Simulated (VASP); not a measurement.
# Lattice constant a of diamond and zinc-blende semiconductors: measurement against SCAN

Computed values from VASP (plane waves, PAW); cells keep the symmetry of their structure type. Static lattice, each level at its own minimum.

Here x stands for SCAN a and y for measured a.

| solid | SCAN a (Å) | measured a (Å) | cut-off (eV) | basis of the measured value |
|---|---|---|---|---|
| C | 3.557 | ? | 520 | 0 K, zero-point corrected |
| SiC | 4.352 | 4.346 | 520 | 0 K, zero-point corrected |
| BP | 4.523 | 4.525 | 520 | 0 K, zero-point corrected |
| GaP | 5.445 | 5.439 | 520 | 0 K, zero-point corrected |
| GaAs | 5.659 | 5.640 | 520 | 0 K, zero-point corrected |
| Ge | 5.665 | 5.644 | 520 | 0 K, zero-point corrected |
| InP | 5.893 | 5.858 | 520 | 0 K, zero-point corrected |

Q: Using a straight line, estimate the missing y at x = 3.557 from the other rows, showing the fit.

A: With u = x - 5.3, the rows have u = -0.9480, -0.7770, 0.1450, 0.3590, 0.3650, 0.5930. Means: u -0.043833, y 5.2420. About the means, the sum of products is 2.0900 and the sum of squares of u is 2.1257; the slope is their ratio. Least squares gives y = 5.2851 + 0.98320·u. Residuals (row less fit): -0.0070, 0.0038, 0.0113, 0.0019, 0.0000, -0.0101; standard error 0.0086 (degrees of freedom: 4). The slope is 0.983 with a standard error of 0.0059. Before the fit, SCAN less measured has mean 0.0142, mean absolute 0.0148 and median absolute 0.0125 Å over these 6 rows. At the withheld row, u = -1.7430, so y = 5.2851 + 0.98320 × (-1.7430) = 3.5714 Å. The measured value is 3.553 Å, 0.0184 Å below the prediction (0.8 % of the range of y in the table). The row lies outside the fitted rows, so this is an extrapolation. From the scatter of the fitted rows alone, a prediction at this place has a standard error of 0.0137 Å, so the miss is 1.3 times that.

Plain SCAN misses this row by 0.004 Å. The rows are a random draw of 7 from the 11 solids that have both values on this basis (zero-point corrected by the source), of 21 computed in this series. Not drawn: V to Ni and open 4f shells, rows kept for tests, unfit runs, cells that left their space group, values derived or compiled from fits, values whose temperature is given only as extrapolated, encyclopaedia, home-page and unnamed sources, sources from 2025 on. Measured values as quoted by these papers, many of them computational: C Daniel Mejia-Rodriguez et al., Physical Review B (2018), arXiv:1807.09216; SiC Daniel Mejia-Rodriguez et al., Physical Review B (2018), arXiv:1807.09216; BP Daniel Mejia-Rodriguez et al., Physical Review B (2018), arXiv:1807.09216; GaP Daniel Mejia-Rodriguez et al., Physical Review B (2018), arXiv:1807.09216; GaAs Daniel Mejia-Rodriguez et al., Physical Review B (2018), arXiv:1807.09216; Ge Daniel Mejia-Rodriguez et al., Physical Review B (2018), arXiv:1807.09216; InP Daniel Mejia-Rodriguez et al., Physical Review B (2018), arXiv:1807.09216.
